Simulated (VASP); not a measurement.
OSZICAR of a VASP run on PbO:

OSZICAR:
```
       N       E                     dE             d eps       ncg     rms          rms(c)
DAV:   1    -0.236283635556E+02   -0.23628E+02   -0.11839E+02  1600   0.217E+00    0.114E+01
DAV:   2    -0.191203800115E+02    0.45080E+01   -0.47725E+02  1920   0.450E+01    0.134E+01
DAV:   3    -0.137565861260E+02    0.53638E+01   -0.11591E+01  1856   0.283E+01    0.503E+00
DAV:   4    -0.128648383065E+02    0.89175E+00   -0.78185E+00  2160   0.174E+01    0.168E+00
DAV:   5    -0.128234968065E+02    0.41342E-01   -0.15852E+00  1992   0.117E+01    0.192E+00
DAV:   6    -0.123272460596E+02    0.49625E+00   -0.34331E-01  1904   0.313E+00    0.143E+00
DAV:   7    -0.122479958596E+02    0.79250E-01   -0.76978E-02  2280   0.209E+00    0.810E-01
DAV:   8    -0.121293328330E+02    0.11866E+00   -0.13552E-02  2064   0.858E-01    0.623E-01
DAV:   9    -0.120623283019E+02    0.67005E-01   -0.32171E-03  1752   0.257E-01    0.605E-01
DAV:  10    -0.119512152912E+02    0.11111E+00   -0.87416E-03  1632   0.309E-01    0.516E-01
DAV:  11    -0.119105378380E+02    0.40677E-01   -0.21270E-03  2064   0.171E-01    0.457E-01
DAV:  12    -0.118353400760E+02    0.75198E-01   -0.61023E-03  1664   0.224E-01    0.382E-01
DAV:  13    -0.118006475557E+02    0.34693E-01   -0.28675E-03  2048   0.178E-01    0.321E-01
DAV:  14    -0.117684377464E+02    0.32210E-01   -0.31540E-03  1912   0.163E-01    0.269E-01
DAV:  15    -0.117390065101E+02    0.29431E-01   -0.45891E-03  1560   0.226E-01    0.196E-01
DAV:  16    -0.117223369367E+02    0.16670E-01   -0.31697E-03  1912   0.158E-01    0.142E-01
DAV:  17    -0.117120679773E+02    0.10269E-01   -0.44699E-03  1752   0.187E-01    0.764E-02
DAV:  18    -0.117110606527E+02    0.10073E-02   -0.29778E-03  1936   0.158E-01    0.266E-02
DAV:  19    -0.117116743605E+02   -0.61371E-03   -0.70699E-04  1600   0.115E-01    0.759E-03
DAV:  20    -0.117120440037E+02   -0.36964E-03   -0.21754E-04  1552   0.483E-02    0.358E-03
DAV:  21    -0.117121471140E+02   -0.10311E-03   -0.24507E-04  1496   0.504E-02    0.450E-03
DAV:  22    -0.117120500963E+02    0.97018E-04   -0.14112E-04  1128   0.273E-02    0.309E-03
DAV:  23    -0.117117347707E+02    0.31533E-03   -0.15461E-05   968   0.204E-02    0.179E-03
DAV:  24    -0.117118101701E+02   -0.75399E-04   -0.32164E-05  1176   0.228E-02    0.404E-04
DAV:  25    -0.117117948886E+02    0.15281E-04   -0.12254E-05   952   0.152E-02    0.373E-04
DAV:  26    -0.117117586060E+02    0.36283E-04   -0.12053E-05   928   0.175E-02    0.486E-04
DAV:  27    -0.117117633520E+02   -0.47461E-05   -0.18077E-05  1424   0.184E-02    0.453E-04
DAV:  28    -0.117117730335E+02   -0.96815E-05   -0.45944E-05  1120   0.294E-02    0.301E-04
DAV:  29    -0.117118051333E+02   -0.32100E-04   -0.14472E-05   984   0.202E-02    0.202E-04
DAV:  30    -0.117118250297E+02   -0.19896E-04   -0.48129E-05  1120   0.272E-02    0.229E-04
DAV:  31    -0.117118364559E+02   -0.11426E-04   -0.65243E-05   936   0.295E-02    0.773E-05
DAV:  32    -0.117118445390E+02   -0.80832E-05   -0.66785E-06  1008   0.117E-02    0.731E-05
DAV:  33    -0.117118525290E+02   -0.79900E-05   -0.44933E-06   936   0.121E-02    0.571E-05
DAV:  34    -0.117118591378E+02   -0.66087E-05   -0.20439E-05  1088   0.204E-02    0.156E-04
DAV:  35    -0.117118534065E+02    0.57313E-05   -0.29306E-05   920   0.207E-02    0.553E-05
DAV:  36    -0.117118496697E+02    0.37368E-05   -0.16385E-05   920   0.171E-02    0.100E-04
DAV:  37    -0.125254271740E+02   -0.81358E+00   -0.81246E+00  1200   0.262E-02    0.362E+00
DAV:  38    -0.116905894513E+02    0.83484E+00   -0.59978E+01  1768   0.325E+00    0.183E-01
DAV:  39    -0.117082074921E+02   -0.17618E-01   -0.15509E-02  1568   0.763E-01    0.560E-02
DAV:  40    -0.117111168532E+02   -0.29094E-02   -0.67714E-04  1816   0.217E-01    0.242E-02
DAV:  41    -0.117114017511E+02   -0.28490E-03   -0.59674E-05  1872   0.583E-02    0.169E-02
DAV:  42    -0.117114564243E+02   -0.54673E-04   -0.72020E-06  1336   0.200E-02    0.159E-02
DAV:  43    -0.117114225467E+02    0.33878E-04   -0.54734E-06  1176   0.179E-02    0.170E-02
DAV:  44    -0.117114702513E+02   -0.47705E-04   -0.75657E-06  1304   0.171E-02    0.185E-02
DAV:  45    -0.117114381754E+02    0.32076E-04   -0.58035E-06  1040   0.155E-02    0.192E-02
DAV:  46    -0.117114693389E+02   -0.31163E-04   -0.65197E-06  1008   0.155E-02    0.209E-02
DAV:  47    -0.117114853330E+02   -0.15994E-04   -0.15198E-06   952   0.932E-03    0.210E-02
DAV:  48    -0.117114720268E+02    0.13306E-04   -0.10224E-06   960   0.619E-03    0.211E-02
DAV:  49    -0.117114779966E+02   -0.59698E-05   -0.13380E-06   944   0.643E-03    0.215E-02
DAV:  50    -0.117114312531E+02    0.46744E-04   -0.23256E-06   928   0.110E-02    0.217E-02
DAV:  51    -0.117114737525E+02   -0.42499E-04   -0.38930E-06   896   0.104E-02    0.218E-02
DAV:  52    -0.117115099810E+02   -0.36229E-04   -0.40415E-06   928   0.148E-02    0.216E-02
DAV:  53    -0.117115236255E+02   -0.13644E-04   -0.37297E-06   960   0.173E-02    0.213E-02
DAV:  54    -0.117115581152E+02   -0.34490E-04   -0.14140E-06  1104   0.977E-03    0.215E-02
DAV:  55    -0.117115774353E+02   -0.19320E-04   -0.16189E-06   920   0.810E-03    0.220E-02
DAV:  56    -0.117115660806E+02    0.11355E-04   -0.10089E-06   912   0.612E-03    0.220E-02
DAV:  57    -0.117115792655E+02   -0.13185E-04   -0.55196E-06   936   0.112E-02    0.229E-02
DAV:  58    -0.117115715276E+02    0.77379E-05   -0.85918E-07   904   0.584E-03    0.230E-02
DAV:  59    -0.117115583397E+02    0.13188E-04   -0.99653E-07   896   0.592E-03    0.226E-02
DAV:  60    -0.117115476545E+02    0.10685E-04   -0.10258E-05  1032   0.179E-02    0.201E-02
DAV:  61    -0.117115506831E+02   -0.30286E-05   -0.55621E-06   920   0.159E-02    0.195E-02
DAV:  62    -0.117115627501E+02   -0.12067E-04   -0.24429E-06   896   0.930E-03    0.184E-02
DAV:  63    -0.117115682619E+02   -0.55118E-05   -0.29610E-06   944   0.858E-03    0.166E-02
DAV:  64    -0.117115808549E+02   -0.12593E-04   -0.28597E-06   928   0.936E-03    0.150E-02
DAV:  65    -0.117115723418E+02    0.85130E-05   -0.30555E-06  1288   0.952E-03    0.138E-02
DAV:  66    -0.117115603500E+02    0.11992E-04   -0.82945E-07   896   0.650E-03    0.135E-02
DAV:  67    -0.117115741292E+02   -0.13779E-04   -0.71134E-07   896   0.654E-03    0.134E-02
DAV:  68    -0.117115636134E+02    0.10516E-04   -0.13950E-06   896   0.714E-03    0.134E-02
DAV:  69    -0.117115735863E+02   -0.99729E-05   -0.10623E-06   896   0.588E-03    0.133E-02
DAV:  70    -0.117115654043E+02    0.81821E-05   -0.31751E-06   896   0.921E-03    0.133E-02
DAV:  71    -0.117115480213E+02    0.17383E-04   -0.28886E-06   896   0.922E-03    0.131E-02
DAV:  72    -0.117115531185E+02   -0.50972E-05   -0.61548E-06   928   0.153E-02    0.145E-02
DAV:  73    -0.117115515687E+02    0.15498E-05   -0.29710E-06   896   0.116E-02    0.144E-02
DAV:  74    -0.117115579674E+02   -0.63987E-05   -0.78553E-06   960   0.150E-02    0.143E-02
DAV:  75    -0.117115213516E+02    0.36616E-04   -0.18584E-05  1104   0.206E-02    0.143E-02
DAV:  76    -0.117115664059E+02   -0.45054E-04   -0.12353E-05  1104   0.216E-02    0.141E-02
DAV:  77    -0.117115648429E+02    0.15630E-05   -0.15909E-05  1264   0.361E-02    0.196E-02
DAV:  78    -0.117113329961E+02    0.23185E-03   -0.16479E-04  1344   0.672E-02    0.194E-02
DAV:  79    -0.117115752658E+02   -0.24227E-03   -0.23117E-04  1344   0.844E-02    0.195E-02
DAV:  80    -0.117115481127E+02    0.27153E-04   -0.13240E-05   928   0.168E-02    0.185E-02
DAV:  81    -0.117115895804E+02   -0.41468E-04   -0.19557E-05  1080   0.203E-02    0.179E-02
DAV:  82    -0.117116346993E+02   -0.45119E-04   -0.77963E-04  2032   0.163E-01    0.321E-02
DAV:  83    -0.117127017091E+02   -0.10670E-02   -0.64444E-03  1344   0.359E-01    0.425E-02
DAV:  84    -0.117115282322E+02    0.11735E-02   -0.10408E-02  1344   0.505E-01    0.360E-02
DAV:  85    -0.117115458351E+02   -0.17603E-04   -0.10091E-04  1400   0.439E-02    0.361E-02
DAV:  86    -0.117115179363E+02    0.27899E-04   -0.52388E-05  1312   0.362E-02    0.373E-02
DAV:  87    -0.117116721117E+02   -0.15418E-03   -0.10023E-04  1128   0.431E-02    0.382E-02
DAV:  88    -0.117112946884E+02    0.37742E-03   -0.14690E-04  1120   0.443E-02    0.361E-02
DAV:  89    -0.117113131947E+02   -0.18506E-04   -0.47612E-05  1344   0.446E-02    0.344E-02
DAV:  90    -0.117111945833E+02    0.11861E-03   -0.61695E-05  1136   0.383E-02    0.330E-02
DAV:  91    -0.117112590763E+02   -0.64493E-04   -0.29852E-05  1104   0.285E-02    0.329E-02
DAV:  92    -0.117110642507E+02    0.19483E-03   -0.80478E-05  1128   0.471E-02    0.268E-02
DAV:  93    -0.117110308297E+02    0.33421E-04   -0.10984E-05  1168   0.239E-02    0.258E-02
DAV:  94    -0.117110177759E+02    0.13054E-04   -0.73174E-06   928   0.158E-02    0.257E-02
DAV:  95    -0.117110389858E+02   -0.21210E-04   -0.12174E-05   944   0.191E-02    0.256E-02
DAV:  96    -0.117110797724E+02   -0.40787E-04   -0.10148E-05  1008   0.214E-02    0.238E-02
DAV:  97    -0.117109897565E+02    0.90016E-04   -0.14004E-05  1136   0.274E-02    0.218E-02
DAV:  98    -0.117112612795E+02   -0.27152E-03   -0.21909E-04  1136   0.638E-02    0.224E-02
DAV:  99    -0.117110983893E+02    0.16289E-03   -0.23011E-04  1120   0.702E-02    0.213E-02
DAV: 100    -0.117111990656E+02   -0.10068E-03   -0.14191E-05  1064   0.223E-02
   1 F= -.11711199E+02 E0= -.11711199E+02  d E =-.559601E-14
```

Q: Which electronic solver shows in the log?

A: It is blocked Davidson (ALGO = Normal, or the opening steps of other solvers). The INCAR had ALGO = Normal.

Q: Can the final energy be trusted as converged?

A: The run did not converge; its last values are not results. It stopped with EDIFF = 1E-6, NELM = 100 (optB88-vdW, plane waves, VASP's PBE PAW potentials (set 64)).

The cell is a sheet with vacuum, built from PbO (litharge).
